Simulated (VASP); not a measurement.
The input files of a VASP run:

**INCAR**
```
SYSTEM = PbTe
PREC = Accurate
ENCUT = 500
EDIFF = 1E-6
NELM = 100
ALGO = Normal
LREAL = .FALSE.
LASPH = .TRUE.
ISMEAR = 0
SIGMA = 0.05
LMAXMIX = 4
LWAVE = .FALSE.
LCHARG = .FALSE.
IBRION = 2
ISIF = 3
NSW = 40
EDIFFG = -0.02
PSTRESS = 100
```

### POSCAR
```
PbTe
1
    0.0000000000     3.0394134722     3.0394134722
    3.0394134722     0.0000000000     3.0394134722
    3.0394134722     3.0394134722     0.0000000000
Te Pb
1 1
Direct
  0.5000000000   0.5000000000   0.5000000000
  0.0000000000   0.0000000000   0.0000000000
```

### KPOINTS
```
kpoints
0
G
 8 8 8
```

POTCAR, in this order: Te Pb_d (LDA.64 set). Program: vasp_std.

Q: Write an equivalent input for Quantum ESPRESSO's pw.x.

A: One equivalent input (not run):
```
&CONTROL
  calculation = 'vc-relax'
  pseudo_dir = './pseudo'
  outdir = './out'
  tprnfor = .true.
  tstress = .true.
  nstep = 40
  forc_conv_thr = 0.00078
/
&SYSTEM
  ibrav = 0
  nat = 2
  ntyp = 2
  ecutwfc = 82.3
  occupations = 'smearing'
  smearing = 'gaussian'
  degauss = 0.003675
  input_dft = 'pz'
/
&ELECTRONS
  conv_thr = 7.3e-08
  electron_maxstep = 100
/
&IONS
/
&CELL
  press = 100
/
ATOMIC_SPECIES
  Te 127.600 Te.upf
  Pb 207.200 Pb.upf
CELL_PARAMETERS angstrom
     0.0000000    3.0394135    3.0394135
     3.0394135    0.0000000    3.0394135
     3.0394135    3.0394135    0.0000000
ATOMIC_POSITIONS crystal
  Te   0.5000000  0.5000000  0.5000000
  Pb   0.0000000  0.0000000  0.0000000
K_POINTS automatic
  8 8 8 0 0 0
```
Limits of the translation: the potentials are each code's own (VASP's PAW set, PseudoDojo norm-conserving files in pw.x), so ENCUT and ecutwfc are chosen apart and not converted; conv_thr bounds pw.x's estimated SCF error, while EDIFF bounds the energy change between steps; forc_conv_thr acts on force components and is met together with etot_conv_thr.

The compound is PbTe in the rock salt structure. It was relaxed first under an external pressure of 10 GPa.
